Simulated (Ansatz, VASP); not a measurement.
# LuZn: VASP beside Ansatz

One calculation is typed for both programs; each brings its own data sets. How far apart do they land? The cell is taken from a series of runs on this material, whose earlier steps may have relaxed, scaled, displaced or heated it; both programs get it as it stands.

Method: plane waves, with VASP 6.6.1 beside it; zone-centre phonons at PBEsol, in Ansatz 0.2.0.

## (1) Set-up

Symmetry: Pm-3m, No. 221, cubic system. The conventional cell has a = 3.432 Å, b = 3.432 Å, c = 3.432 Å, α = 90.00°, β = 90.00°, γ = 90.00°. Nearest to Lu lie 8 Zn at 2.97 Å. Zn has 8 Lu at 2.97 Å nearest. Farther neighbours are not listed.

## (2) VASP: zone-centre phonons, PBEsol

Second derivatives magnify differences that forces hide, and they need a tight electronic threshold.

Lines of VASP's logs that name or quote its potential files are left out, and so is its time.

INCAR reads:

```
SYSTEM = LuZn
PREC = Accurate
ENCUT = 500
EDIFF = 1E-08
NELM = 120
ISMEAR = -1
SIGMA = 0.1
LREAL = .FALSE.
ALGO = Normal
GGA = PS
NBANDS = 16
LORBIT = 11
LWAVE = .FALSE.
LCHARG = .FALSE.
ISIF = 2
IBRION = 8
LASPH = .TRUE.
GGA_COMPAT = .FALSE.
KPAR = 2
```

POSCAR reads:

```
LuZn
1.0
    3.4316567622      0.0000000000      0.0000000000
    0.0000000000      3.4316567622      0.0000000000
    0.0000000000      0.0000000000      3.4316567622
Lu Zn
1 1
Direct
    0.0000000000      0.0000000000      0.0000000000
    0.5000000000      0.5000000000      0.5000000000
```

KPOINTS reads:

```
Automatic mesh
0
Gamma
16 16 16
0 0 0
```

Potentials, in the order of the species: Lu_3 and Zn (PBE family, release 64).

Run with:

```bash
> mpirun -np 2 vasp_std
```

Numbers of over 12 decimals in the logs are rounded to 6 here.

Output:

```text
[banner, memory and clock lines left out]
running    2 mpi-ranks, on    1 nodes
 distrk:  each k-point on    1 cores,    2 groups
 distr:  one band on    1 cores,    1 groups

 POSCAR found type information on POSCAR LuZn
 POSCAR found :  2 types and       2 ions
|                                                                             |
|               ----> ADVICE to this user running VASP <----                  |
|                                                                             |
|     You enforced a specific xc type in the INCAR file but a different       |
|     [... a line on the potential file left out ...]
|     I HOPE YOU KNOW WHAT YOU ARE DOING!                                     |
|                                                                             |

 LDA part: xc-table for (Slater+PW92), standard interpolation
 POSCAR, INCAR and KPOINTS ok, starting setup
 FFT: planning ... GRIDC
 FFT: planning ... GRID_SOFT
 FFT: planning ... GRID
 WAVECAR not read
 entering main loop
       N       E                     dE             d eps       ncg     rms          rms(c)
DAV:   1     0.628865866752E+02    0.62887E+02   -0.98499E+03  7720   0.156E+03
DAV:   2    -0.586455190298E+01   -0.68751E+02   -0.67387E+02  8392   0.491E+02
DAV:   3    -0.746803003527E+01   -0.16035E+01   -0.15974E+01  7424   0.511E+01
DAV:   4    -0.748404193385E+01   -0.16012E-01   -0.16000E-01  7296   0.351E+00
DAV:   5    -0.748424662151E+01   -0.20469E-03   -0.20468E-03  7312   0.441E-01    0.242E+01
DAV:   6    -0.723267566054E+01    0.25157E+00   -0.18067E+00  7416   0.256E+01    0.136E+01
DAV:   7    -0.722183363220E+01    0.10842E-01   -0.41866E-01  9136   0.114E+01    0.474E+00
DAV:   8    -0.720237627779E+01    0.19457E-01   -0.85505E-02  7888   0.498E+00    0.238E-01
DAV:   9    -0.720237380630E+01    0.24715E-05   -0.62865E-03  9568   0.867E-01    0.173E-01
DAV:  10    -0.720230994300E+01    0.63863E-04   -0.34975E-04  8160   0.258E-01    0.668E-02
DAV:  11    -0.720230076210E+01    0.91809E-05   -0.73481E-05  9240   0.118E-01    0.253E-02
DAV:  12    -0.720230047103E+01    0.29107E-06   -0.31110E-06  8112   0.191E-02    0.373E-03
DAV:  13    -0.720230044139E+01    0.29640E-07   -0.19041E-07  8256   0.462E-03    0.239E-03
DAV:  14    -0.720230039532E+01    0.46070E-07   -0.16769E-08  4512   0.148E-03    0.810E-05
DAV:  15    -0.720230039832E+01   -0.30022E-08   -0.16948E-09  3400   0.839E-04
   1 F= -.72023004E+01 E0= -.71768266E+01  d E =-.509477E-01
 Linear response reoptimize wavefunctions to high precision
DAV:   1    -0.720230039891E+01   -0.58844E-09   -0.12694E-09  3976   0.646E-04
DAV:   2    -0.720230039893E+01   -0.20918E-10   -0.31869E-10  3264   0.505E-04
 Linear response DOF=           2
 Linear response progress:
  Degree of freedom:   1/  2
       N       E                     dE             d eps       ncg     rms          rms(c)
RMM:   1    -0.305990535981E+00   -0.30599E+00   -0.24487E+02 13070   0.782E+02
RMM:   2    -0.973553101630E-01    0.20864E+00   -0.22217E-01 32365   0.320E+00    0.178E-01
RMM:   3    -0.983526724113E-01   -0.99736E-03   -0.56929E-03 28761   0.929E-01    0.517E-02
RMM:   4    -0.983384421609E-01    0.14230E-04   -0.12273E-03 32798   0.209E-01    0.154E-02
RMM:   5    -0.983322674177E-01    0.61747E-05   -0.89192E-05 31407   0.635E-02    0.553E-03
RMM:   6    -0.983263233184E-01    0.59441E-05   -0.15044E-05 31946   0.203E-02    0.206E-03
RMM:   7    -0.983228155121E-01    0.35078E-05   -0.28725E-06 30951   0.801E-03    0.467E-04
RMM:   8    -0.983219445988E-01    0.87091E-06   -0.64595E-07 32403   0.258E-03    0.198E-04
RMM:   9    -0.983218647701E-01    0.79829E-07   -0.18457E-07 31257   0.114E-03    0.576E-05
RMM:  10    -0.983219670166E-01   -0.10225E-06   -0.68573E-08 33139   0.417E-04    0.236E-05
RMM:  11    -0.983220603103E-01   -0.93294E-07   -0.30649E-08 31335   0.223E-04    0.867E-06
RMM:  12    -0.983221018190E-01   -0.41509E-07   -0.15838E-08 32988   0.103E-04    0.330E-06
RMM:  13    -0.983221008206E-01    0.99839E-09   -0.78696E-09 31345   0.583E-05    0.150E-06
 first order change of Fermi-energy   0.79430E-04
 force on displaced ion       1 direction 1 :  -3.515  -0.000   0.000
 Linear response progress:
  Degree of freedom:   2/  2
       N       E                     dE             d eps       ncg     rms          rms(c)
RMM:   1    -0.208879379925E+00   -0.20888E+00   -0.82032E-03 23953   0.684E+00
RMM:   2    -0.208907583720E+00   -0.28204E-04   -0.41454E-03 25903   0.586E-01    0.107E-01
RMM:   3    -0.208919261018E+00   -0.11677E-04   -0.25227E-04 27188   0.137E-01    0.668E-02
RMM:   4    -0.209020618684E+00   -0.10136E-03   -0.52516E-05 28212   0.740E-02    0.350E-03
RMM:   5    -0.209018160649E+00    0.24580E-05   -0.43712E-06 27778   0.285E-02    0.214E-03
RMM:   6    -0.209018783206E+00   -0.62256E-06   -0.75979E-07 27521   0.140E-02    0.822E-04
RMM:   7    -0.209017827511E+00    0.95570E-06   -0.15641E-07 28461   0.378E-03    0.354E-04
RMM:   8    -0.209016601627E+00    0.12259E-05   -0.36993E-08 29043   0.145E-03    0.803E-05
RMM:   9    -0.209016088937E+00    0.51269E-06   -0.78805E-09 30113   0.447E-04    0.353E-05
RMM:  10    -0.209015766197E+00    0.32274E-06   -0.33052E-09 29707   0.178E-04    0.654E-06
RMM:  11    -0.209015760390E+00    0.58072E-08   -0.10664E-09 30382   0.741E-05    0.359E-06
 first order change of Fermi-energy   0.34899E-04
 force on displaced ion       2 direction 1 :  -3.484  -0.000   0.000
 Linear response finished
```

OUTCAR, selected parts (step 2):

```text
ion  position               nearest neighbor table
   1  0.000  0.000  0.000-   2 2.97   2 2.97   2 2.97   2 2.97   2 2.97   2 2.97   2 2.97   2 2.97

  LATTYP: Found a simple cubic cell.
 ALAT       =     3.4316567622

 Subroutine GETGRP returns: Found 48 space group operations
 (whereof 48 operations were pure point group operations)

The static configuration has the point symmetry O_h .

 Found    165 irreducible k-points:

   k-points           NKPTS =    165   k-points in BZ     NKDIM =    165   number of bands    NBANDS=     16

   dimension x,y,z NGX =    28 NGY =   28 NGZ =   28
   dimension x,y,z NGXF=    56 NGYF=   56 NGZF=   56

   ENCUT  =  500.0 eV  36.75 Ry    6.06 a.u.   6.26  6.26  6.26*2*pi/ulx,y,z

   NELECT =      21.0000    total number of electrons

 k-points in reciprocal lattice and weights: Automatic mesh
   0.00000000  0.00000000  0.00000000       0.000
   0.06250000  0.00000000  0.00000000       0.001
   0.12500000  0.00000000  0.00000000       0.001
   0.18750000  0.00000000  0.00000000       0.001
   0.25000000  0.00000000  0.00000000       0.001
   0.31250000  0.00000000  0.00000000       0.001
   0.37500000  0.00000000  0.00000000       0.001
   0.43750000  0.00000000  0.00000000       0.001
   0.50000000  0.00000000  0.00000000       0.001
[...]
0.50000000  0.50000000  0.43750000       0.001
   0.50000000  0.50000000  0.50000000       0.000

 average (electrostatic) potential at core
       1 -32.0340       2 -36.0985

  Total        0.0046057      0.0046057      0.0046057      0.0000000      0.0000000     -0.0000000
  in kB        0.1825989      0.1825989      0.1825989      0.0000000      0.0000000     -0.0000000
  external PRESSURE =       0.1825989 kB  Pullay stress =       0.0000000 kB

  energy-cutoff  :      500.00
  volume of cell :       40.41
      direct lattice vectors                 reciprocal lattice vectors
     3.431656762  0.000000000  0.000000000     0.291404435  0.000000000  0.000000000
     0.000000000  3.431656762  0.000000000     0.000000000  0.291404435  0.000000000
     0.000000000  0.000000000  3.431656762     0.000000000  0.000000000  0.291404435

 POSITION                                       TOTAL-FORCE (eV/Angst)
 -----------------------------------------------------------------------------------
      0.00000      0.00000      0.00000         0.000000      0.000000      0.000000
      1.71583      1.71583      1.71583         0.000000      0.000000      0.000000
 -----------------------------------------------------------------------------------
    total drift:                                0.000000      0.000000      0.000000

 Eigenvectors and eigenvalues of the dynamical matrix
 ----------------------------------------------------

   1 f  =    4.234368 THz    26.605318 2PiTHz  141.243309 cm-1    17.511931 meV
             X         Y         Z           dx          dy          dz
      0.000000  0.000000  0.000000     0.523266   -0.000000   -0.000000
      1.715828  1.715828  1.715828    -0.852169    0.000000    0.000000

   2 f  =    4.234368 THz    26.605318 2PiTHz  141.243309 cm-1    17.511931 meV
             X         Y         Z           dx          dy          dz
      0.000000  0.000000  0.000000     0.000000    0.523266   -0.000000
      1.715828  1.715828  1.715828    -0.000000   -0.852169    0.000000

   3 f  =    4.234368 THz    26.605318 2PiTHz  141.243309 cm-1    17.511931 meV
             X         Y         Z           dx          dy          dz
      0.000000  0.000000  0.000000    -0.000000   -0.000000   -0.523266
      1.715828  1.715828  1.715828     0.000000    0.000000    0.852169

   4 f/i=    0.008334 THz     0.052365 2PiTHz    0.278000 cm-1     0.034468 meV
             X         Y         Z           dx          dy          dz
      0.000000  0.000000  0.000000     0.000000   -0.852169    0.000000
      1.715828  1.715828  1.715828    -0.000000   -0.523266    0.000000

   5 f/i=    0.008334 THz     0.052365 2PiTHz    0.278000 cm-1     0.034468 meV
             X         Y         Z           dx          dy          dz
      0.000000  0.000000  0.000000    -0.000000   -0.000000   -0.852169
      1.715828  1.715828  1.715828     0.000000    0.000000   -0.523266

   6 f/i=    0.008334 THz     0.052365 2PiTHz    0.278000 cm-1     0.034468 meV
             X         Y         Z           dx          dy          dz
      0.000000  0.000000  0.000000    -0.852169    0.000000   -0.000000
      1.715828  1.715828  1.715828    -0.523266   -0.000000    0.000000

 ELASTIC MODULI CONTR FROM IONIC RELAXATION (kBar)
 Direction    XX          YY          ZZ          XY          YZ          ZX
 --------------------------------------------------------------------------------
 XX           0.0000      0.0000      0.0000      0.0000      0.0000      0.0000
 YY           0.0000      0.0000      0.0000      0.0000      0.0000      0.0000
 ZZ           0.0000      0.0000      0.0000      0.0000      0.0000      0.0000
 XY           0.0000      0.0000      0.0000      0.0000      0.0000      0.0000
 YZ           0.0000      0.0000      0.0000      0.0000      0.0000      0.0000
 ZX           0.0000      0.0000      0.0000      0.0000      0.0000      0.0000
 --------------------------------------------------------------------------------
```

The data set Lu_3 holds the 4f electrons frozen in the core, so no f bands or f moments appear.

[end of part 1 of 2]

[Lines on the potential files, build, host, timing and source positions are cut from VASP's logs without a mark.]

[Logs are printed without paths, hosts, clocks, repeated set-up lines and the standing remarks that a program may print on its own settings, such as how far it seeks lower states.]

[Hosts, paths, dates, database ids (printed as entryN), source tags and the programs' standing remarks are cut or masked in the printed files.]
